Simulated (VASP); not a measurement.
Computed with PBE GGA, VASP's PBE PAW potentials (set 64) (plane waves; VASP).

VASP input:

INCAR:
```
LMAXMIX = 6   ! l cut-off of mixed one-centre charges
LREAL = F   ! projection in real space or not
SIGMA = 0.1   ! width (eV)
ALGO = Normal   ! blocked Davidson
LCHARG = F
ISIF = 2
ISMEAR = 1
ENCUT = 400
NELM = 100   ! most electronic steps
GGA = PE   ! PBE
PREC = Accurate
LWAVE = F
SYSTEM = AuZn
EDIFF = 1E-3   ! SCF stop (eV)
LASPH = T
```

### KPOINTS
```
Automatic mesh
0
Gamma
10 11 10
0 0 0
```

File POSCAR:
```
AuZn
3.1968130
  1.0000000000   0.0000000000   0.0000000000
  0.0000000000   0.9673818894   0.0000000000
  0.0000000000   0.0000000000   1.0020642434
Zn Au
1 1
Direct
  0.5000000000   0.5000000000   0.5000000000
  0.0251430000   0.0000000000   0.0000000000
```

POTCAR, in this order: Zn Au (PBE.64 set). Program: vasp_std.

The resulting files:

**OSZICAR**
```
       N       E                     dE             d eps       ncg     rms          rms(c)
DAV:   1     0.108467383727E+03    0.10847E+03   -0.10048E+04  6711   0.165E+03
DAV:   2    -0.188063248472E+01   -0.11035E+03   -0.10694E+03  6760   0.302E+02
DAV:   3    -0.516330532194E+01   -0.32827E+01   -0.32724E+01  7971   0.627E+01
DAV:   4    -0.518235608193E+01   -0.19051E-01   -0.19050E-01  7481   0.413E+00
DAV:   5    -0.518257674107E+01   -0.22066E-03   -0.22066E-03  7656   0.459E-01    0.826E+00
DAV:   6    -0.476644206762E+01    0.41613E+00   -0.14475E+00  6606   0.144E+01    0.527E+00
DAV:   7    -0.474101476301E+01    0.25427E-01   -0.34663E-02  9001   0.408E+00    0.281E+00
DAV:   8    -0.473283777264E+01    0.81770E-02   -0.97344E-03  7637   0.116E+00    0.141E-01
DAV:   9    -0.473285813831E+01   -0.20366E-04   -0.34990E-04  3380   0.238E-01
   1 F= -.47328581E+01 E0= -.47328498E+01  d E =-.251261E-04
```

**OUTCAR**
```
------------------------ aborting loop because EDIFF is reached ----------------------------------------
  FORCE on cell =-STRESS in cart. coord.  units (eV):
  Direction    XX          YY          ZZ          XY          YZ          ZX
  --------------------------------------------------------------------------------------
  Total        0.4407172      0.5627255      0.4585074      0.0000000      0.0000000      0.0000000
  in kB       22.2959177     28.4683269     23.1959252      0.0000000      0.0000000      0.0000000
  external PRESSURE =      24.6533899 kB  Pullay stress =       0.0000000 kB
  volume of cell :       31.67
      direct lattice vectors                 reciprocal lattice vectors
     3.196813000  0.000000000  0.000000000     0.312811541  0.000000000  0.000000000
     0.000000000  3.092539000  0.000000000     0.000000000  0.323358897  0.000000000
     0.000000000  0.000000000  3.203412000     0.000000000  0.000000000  0.312167152
 POSITION                                       TOTAL-FORCE (eV/Angst)
 -----------------------------------------------------------------------------------
      1.59841      1.54627      1.60171         0.288325      0.000000      0.000000
      0.08038      0.00000      0.00000        -0.288325      0.000000      0.000000
 -----------------------------------------------------------------------------------
    total drift:                               -0.000430      0.000000     -0.000000
  FREE ENERGIE OF THE ION-ELECTRON SYSTEM (eV)
  ---------------------------------------------------
  free  energy   TOTEN  =        -4.7328581383 eV

  energy  without entropy=       -4.7328330123  energy(sigma->0) =       -4.73284976
```
(Selected blocks of OUTCAR.)

**OUTCAR**
```
 val. band max:        6.9044672899   @ k =   0.3000   0.3636   0.0000

 cond. band min:       6.9946384980   @ k =   0.3000   0.3636   0.5000


 Fermi energy:         6.9250265188

 k-point     1 :       0.0000    0.0000    0.0000
  band No.  band energies     occupation
      1      -3.5714      2.00000
      2      -1.1553      2.00000
      3      -1.1452      2.00000
      4      -0.5279      2.00000
      5      -0.4797      2.00000
      6      -0.4697      2.00000
      7       1.4517      2.00000
      8       1.5811      2.00000
      9       3.1289      2.00000
     10       3.2049      2.00000
     11       3.2050      2.00000
     12      11.5136      0.00000
     13      11.6058      0.00000
     14      12.5694      0.00000
     15      15.4500      0.00000

 k-point     2 :       0.1000    0.0000    0.0000
  band No.  band energies     occupation
      1      -3.4005      2.00000
      2      -1.1197      2.00000
      3      -1.0976      2.00000
      4      -0.5280      2.00000
      5      -0.4709      2.00000
      6      -0.4668      2.00000
      7       1.4402      2.00000
      8       1.6074      2.00000
      9       3.0000      2.00000
     10       3.0943      2.00000
     11       3.1921      2.00000
     12      10.3447      0.00000
     13      11.8380      0.00000
     14      12.8768      0.00000
     15      16.2692      0.00000

 k-point     3 :       0.2000    0.0000    0.0000
  band No.  band energies     occupation
      1      -2.9027      2.00000
      2      -1.0231      2.00000
      3      -0.9734      2.00000
      4      -0.5266      2.00000
      5      -0.4736      2.00000
      6      -0.4328      2.00000
      7       1.3804      2.00000
      8       1.6972      2.00000
      9       2.6866      2.00000
     10       2.8214      2.00000
     11       3.1583      2.00000
     12       8.2371     -0.00000
     13      12.7370      0.00000
     14      13.7389      0.00000
     15      16.9265      0.00000
...
```

Unless said otherwise, spin-orbit coupling is left out, though it shifts the bands of the heavy elements here.

The compound is AuZn in the CsCl type structure. The cell was not relaxed at this level, atoms are displaced from their ideal sites. The run is one of a series of settings (EDIFF = 1E-3 against the base run), some of them coarse on purpose. The electron count is odd and the run is not spin-polarised, which forces a metal.
